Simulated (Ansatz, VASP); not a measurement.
## TaGa2: VASP beside Ansatz

```
Ta Ga
1.0
     0.00000    3.04307    3.04307
     3.04307    0.00000    3.04307
     3.04307    3.04307    0.00000
Ta Ga
1 2
Direct
  0.00000 0.00000 0.00000
  0.75000 0.75000 0.75000
  0.50000 0.50000 0.50000
```

Change from the starting cell: species swapped into the Cu2Se type (F-43m, No. 216).

Alike in both runs: functional PBE; k mesh 14 × 14 × 14; occupations gaussian, width 0.1 eV; no spin polarisation.

Ansatz relaxed the structure, and its values are those at the end. VASP's run is a single point on that final structure, the one shown.

```csv
,VASP,Ansatz
version,VASP 6.6.1,Ansatz 0.2.0
potentials or method,"VASP PAW PBE potentials, release 64 (Ta_pv, Ga_d)","scalar-relativistic, plane waves, PAW"
plane-wave cutoff (eV),520,420
valence electrons in the cell,37,39
```

Ansatz gave:

```
gap on the k mesh at the Fermi level (eV) : none
pressure (GPa)                            : 0.0
```

Q: What did VASP give for the same quantities?

A: gap on the k mesh at the Fermi level (eV): none; pressure (GPa): 0.2.

A gap of «none» marks a metal or a gap that the smearing closes. The two sets of potentials don't hold the same shells in valence.

Spin-orbit coupling is left out, which matters for the levels of Ta.
